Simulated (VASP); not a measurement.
A VASP calculation is set up with these files.

### INCAR
```
SYSTEM = AuAl2
PREC = Accurate
ENCUT = 400
EDIFF = 1E-6
NELM = 100
ALGO = Normal
LREAL = .FALSE.
LASPH = .TRUE.
ISMEAR = 1
SIGMA = 0.1
GGA = PE
LMAXMIX = 6
LWAVE = .FALSE.
LCHARG = .FALSE.
ISIF = 2
```

KPOINTS:
```
Automatic mesh
0
Gamma
7 7 7
0 0 0
```

**POSCAR**
```
AuAl2
1
    0.0000000000     3.0000247179     3.0000161230
    3.0000486513     0.0000000000     2.9999539269
    2.9999542992     3.0000007462     0.0000000000
Al Au
2 1
Direct
  0.2500000000   0.2500000000   0.2500000000
  0.7500000000   0.7500000000   0.7500000000
  0.0000000000   0.0000000000   0.0000000000
```

POTCAR, in this order: Al Au (PBE.64 set). Program: vasp_std.

What happens when VASP runs on this input?

There is a fault: the lattice vectors carry noise near SYMPREC. VASP stops with an error: IBZKPT: not all point group operations associated with the symmetry operators of the crystalline lattice are members of the point group of the reciprocal lattice. ----> I REFUSE TO CONTINUE WITH THIS SICK JOB ... BYE!!! <----

standard output:
```
 POSCAR found type information on POSCAR AlAu
 POSCAR found :  2 types and       3 ions
 Reading from existing POTCAR
 Reading from existing POTCAR

 -----------------------------------------------------------------------------
|                                                                             |
|           W    W    AA    RRRRR   N    N  II  N    N   GGGG   !!!           |
|           W    W   A  A   R    R  NN   N  II  NN   N  G    G  !!!           |
|           W    W  A    A  R    R  N N  N  II  N N  N  G       !!!           |
|           W WW W  AAAAAA  RRRRR   N  N N  II  N  N N  G  GGG   !            |
|           WW  WW  A    A  R   R   N   NN  II  N   NN  G    G                |
|           W    W  A    A  R    R  N    N  II  N    N   GGGG   !!!           |
|                                                                             |
|     Inconsistent Bravais lattice types found for crystalline and            |
|     reciprocal lattice:                                                     |
|                                                                             |
|        Crystalline: rhombohedral (trigonal)                                 |
|        Reciprocal : base-centered monoclinic                                |
|                    (instead of rhombohedral (trigonal))                     |
|                                                                             |
|     In most cases this is due to inaccuracies in the specification of       |
|     the crytalline lattice vectors.                                         |
|                                                                             |
|     Suggested SOLUTIONS:                                                    |
|      ) Refine the lattice parameters of your structure,                     |
|      ) and/or try changing SYMPREC.                                         |
|                                                                             |
 -----------------------------------------------------------------------------

 LDA part: xc-table for (Slater+PW92), standard interpolation

 -----------------------------------------------------------------------------
|                                                                             |
|     EEEEEEE  RRRRRR   RRRRRR   OOOOOOO  RRRRRR      ###     ###     ###     |
|     E        R     R  R     R  O     O  R     R     ###     ###     ###     |
|     E        R     R  R     R  O     O  R     R     ###     ###     ###     |
|     EEEEE    RRRRRR   RRRRRR   O     O  RRRRRR       #       #       #      |
|     E        R   R    R   R    O     O  R   R                               |
|     E        R    R   R    R   O     O  R    R      ###     ###     ###     |
|     EEEEEEE  R     R  R     R  OOOOOOO  R     R     ###     ###     ###     |
|                                                                             |
|     IBZKPT: not all point group operations associated with the symmetry     |
|     operators of the crystalline lattice are members of the point group     |
|     of the reciprocal lattice.                                              |
|                                                                             |
|       ---->  I REFUSE TO CONTINUE WITH THIS SICK JOB ... BYE!!! <----       |
|                                                                             |
 -----------------------------------------------------------------------------
```

To mend it, correct POSCAR.
### POSCAR
```
AuAl2
1
    0.0000000000     3.0000000000     3.0000000000
    3.0000000000     0.0000000000     3.0000000000
    3.0000000000     3.0000000000     0.0000000000
Al Au
2 1
Direct
  0.2500000000   0.2500000000   0.2500000000
  0.7500000000   0.7500000000   0.7500000000
  0.0000000000   0.0000000000   0.0000000000
```
The mended run (PBE GGA, plane waves, VASP's PBE PAW potentials (set 64)) converges, and its OSZICAR ends with
```
   1 F= -.12002460E+02 E0= -.12002392E+02  d E =-.201983E-03
```

The compound is AuAl2 in the fluorite structure. The cell was not relaxed at this level.
